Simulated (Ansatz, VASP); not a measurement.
PdPtS3 in VASP and in Ansatz

```
Pd Pt S
1.0
     6.56688    0.00000    0.00000
    -3.28344    5.68709    0.00000
     0.00000    0.00000    5.34658
Pd Pt S
2 2 6
Direct
  0.66667 0.33333 0.25000
  0.33333 0.66667 0.75000
  0.00000 0.00000 0.00000
  0.00000 0.00000 0.50000
  0.82755 0.65510 0.75000
  0.34490 0.17245 0.75000
  0.82755 0.17245 0.75000
  0.17245 0.34490 0.25000
  0.65510 0.82755 0.25000
  0.17245 0.82755 0.25000
```

Change from the starting cell: species swapped into the BaTaSe3 type (P6_3/mmc, No. 194).

Alike in both runs: task single point; functional PBE; k mesh 3 × 3 × 4; occupations gaussian, width 0.1 eV; no spin polarisation.

|  | VASP | Ansatz |
| --- | --- | --- |
| version | VASP 6.6.1 | Ansatz 0.2.0 |
| potentials or method | VASP PAW PBE potentials, release 64 (Pd, Pt, S) | scalar-relativistic, plane waves, PAW |
| plane-wave cutoff (eV) | 520 | 420 |
| valence electrons in the cell | 76 | 108 |

Ansatz gave:

```
gap on the k mesh at the Fermi level (eV)       : none
pressure (GPa)                                  : 0.6
largest component of the traceless stress (GPa) : 5.20
rms of the force components (eV/Å)              : 0.360
```

Question: Estimate VASP's values.

Answer: gap on the k mesh at the Fermi level (eV): none; pressure (GPa): 0.3; largest component of the traceless stress (GPa): 5.13; rms of the force components (eV/Å): 0.339.

Atom by atom the forces differ by 0.021 eV/Å (rms over components). A gap of «none» marks a metal or a gap that the smearing closes. The two sets of potentials don't hold the same shells in valence.

Caveats: the k mesh is coarse (spacing up to 0.37 Å⁻¹), so the values aren't converged. Spin-orbit coupling is left out, which matters for the levels of Pt.
